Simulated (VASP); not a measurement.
```
NiSi2
1.0
    0.00000     2.75247     2.75247
    2.75247     0.00000     2.75247
    2.75247     2.75247     0.00000
Si Ni
2 1
Direct
  0.25000   0.25000   0.25000
  0.75000   0.75000   0.75000
  0.00000   0.00000   0.00000
```

Computed with TPSS meta-GGA, VASP's PBE PAW potentials (set 64) (plane waves; VASP). Settings: 520 eV cut-off, 10×10×10 Γ-centred mesh, first-order Methfessel-Paxton smearing of 0.10 eV, potentials Si Ni.

Task: Give the stress tensor in GPa (positive for a compressed cell).

Result: 
```
-8.31   0.00   0.00
 0.00  -8.31   0.00
 0.00   0.00  -8.31
```
The pressure is its mean diagonal, -8.31 GPa.

The compound is NiSi2 in the fluorite structure. This cell is one point of a volume scan, at 1.06 of the reference volume. The run is not spin-polarised, so no magnetic state was tried.
